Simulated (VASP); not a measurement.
An input for Ansatz (written as the equivalent of a VASP run, and not itself run):

Ansatz 0.2 input:
```yaml
crystal:
  lattice:
    - [0.0000000, 2.7591000, 2.7591000]
    - [2.7591000, 0.0000000, 2.7591000]
    - [2.7591000, 2.7591000, 0.0000000]
  atoms:
    - { symbol: Ce, position: [0.0000000, 0.0000000, 0.0000000] }
    - { symbol: O, position: [0.2500000, 0.2500000, 0.2500000] }
    - { symbol: O, position: [0.7500000, 0.7500000, 0.7500000] }
kpoints:
  mp_grid: { grid: [6, 6, 6] }
hamiltonian:
  xc: pbe
  pseudopotentials: { kind: paw }
scf:
  occupations: { method: gaussian, width: 0.05 }
  max_iter: 100
output: { forces: true, stress: true, eigenvalues: true }
```

**Question.** Translate this input to VASP (INCAR, KPOINTS, POSCAR, choice of POTCAR).

**Answer.** This is not unique; one that fits is 
### POSCAR
```
CeO2
1
    0.0000000000     2.7591000000     2.7591000000
    2.7591000000     0.0000000000     2.7591000000
    2.7591000000     2.7591000000     0.0000000000
Ce O
1 2
Direct
  0.0000000000   0.0000000000   0.0000000000
  0.2500000000   0.2500000000   0.2500000000
  0.7500000000   0.7500000000   0.7500000000
```

### KPOINTS
```
Automatic mesh
0
Gamma
6 6 6
0 0 0
```

**INCAR**
```
SYSTEM = CeO2
PREC = Accurate
ENCUT = 520
EDIFF = 1E-6
NELM = 100
ALGO = Normal
LREAL = .FALSE.
LASPH = .TRUE.
ISMEAR = 0
SIGMA = 0.05
GGA = PE
LMAXMIX = 6
LWAVE = .FALSE.
LCHARG = .FALSE.
ISIF = 2
```

POTCAR, in this order: Ce O (PBE.64 set). Program: vasp_std.

The two are equivalent in intent, not identical: each code has its own PAW files, so the cut-off isn't converted (ENCUT is set for VASP's; basis.ecutwfc is left out, and Ansatz then takes the one that its files recommend); Ansatz stops its SCF on the density residual and VASP on the energy change (EDIFF).

The compound is CeO2 in the fluorite structure. The cell was not relaxed at this level.
